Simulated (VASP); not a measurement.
```xyz
7
Lattice="4.0491 0.0000 0.0000 0.0000 4.0491 0.0000 0.0000 0.0000 4.0491" Properties=species:S:1:pos:R:3 pbc="T T T"
Ca     0.0000     0.0000     0.0000
B      3.2374     2.0245     2.0245
B      2.0245     0.8117     2.0245
B      2.0245     3.2374     2.0245
B      0.8117     2.0245     2.0245
B      2.0245     2.0245     3.2374
B      2.0245     2.0245     0.8117
```

Computed with PBEsol GGA, VASP's PBE PAW potentials (set 64) (plane waves; VASP). Run with 620 eV cut-off, 6×6×6 Γ-centred mesh, Gaussian smearing of 0.050 eV, potentials Ca_sv B.

Task: What does the run give for the energy per atom (σ→0), pressure?

Result: 
| Quantity | Result |
|---|---|
| energy per atom (σ→0) | -6.713 eV/atom |
| pressure | 10.00 GPa |

Total energies compare only between runs with the same potentials, cut-off and functional.

The compound is CaB6 in the cab6 structure. It was relaxed first under an external pressure of 10 GPa.
